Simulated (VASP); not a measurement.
Given:

```
CELL_PARAMETERS angstrom
      0.00000     1.90241     1.90241
      1.90241     0.00000     1.90241
      1.90241     1.90241     0.00000
ATOMIC_POSITIONS crystal
  Ir 0.00000 0.00000 0.00000
```

All values below come from LDA (Ceperley-Alder, Perdew-Zunger), VASP's LDA PAW potentials (set 64) (plane waves; VASP 6.6.1). Numerical set-up: 500 eV cut-off, 16×16×16 Γ-centred mesh, first-order Methfessel-Paxton smearing of 0.10 eV, potentials Ir.

Unless said otherwise, spin-orbit coupling is left out, though it shifts the bands of the heavy elements here.

Predict the energy per atom (σ→0), pressure, band gap (on the k-mesh) with the smallest direct gap where there is one.

The band gap (on the k-mesh) is none (metal, semimetal or under 0.01 eV). The energy per atom (σ→0) comes out as -10.313 eV/atom and the pressure is 4.87 GPa.

The absolute energy has meaning only against runs of the same code, potentials and settings.

The compound is Ir in the fcc structure. It was relaxed first under an external pressure of 5 GPa.
